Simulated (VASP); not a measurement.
A VASP calculation is set up with these files.

KPOINTS:
```
Automatic mesh
0
Gamma
5 5 5
0 0 0
```

**POSCAR**
```
CsBr
1
    4.3758000000     0.0000000000     0.0000000000
    0.0000000000     4.3758000000     0.0000000000
    0.0000000000     0.0000000000     4.3758000000
Cs Br
1 1
Direct
  0.0000000000   0.0000000000   0.0000000000
  0.5000000000   0.5000000000   0.5000000000
```

### INCAR
```
SYSTEM = CsBr
PREC = Accurate
ENCUT = 400
EDIFF = 1E-6
NELM = 100
ALGO = Normal
LREAL = .FALSE.
LASPH = .TRUE.
ISMEAR = 0
SIGMA = 0.05
GGA = PE
LMAXMIX = 4
LWAVE = .FALSE.
LCHARG = .FALSE.
ISIF = 2
IBRION = 0
NSW = 3
TEBEG = 300
```

POTCAR, in this order: Cs_sv Br (PBE.64 set). Program: vasp_std.

The run wrote:

Task: From input and log, find the fault in this run and mend it.

Result: The cause: molecular dynamics (IBRION = 0) was asked for without POTIM. VASP stops with an error: Fatal error! IBRION=0, but no entry for POTIM on file INCAR. MUST be specified! ----> I REFUSE TO CONTINUE WITH THIS SICK JOB ... BYE!!! <---- To mend it, set POTIM to the time step in fs (1 to 2 fs suits most solids). The plain static run on this cell (PBE GGA, plane waves, VASP's PBE PAW potentials (set 64)) converges, and its OSZICAR ends with
```
   1 F= -.60233108E+01 E0= -.60233108E+01  d E =-.892163E-14
```

The compound is CsBr in the CsCl type structure. The cell was not relaxed at this level.
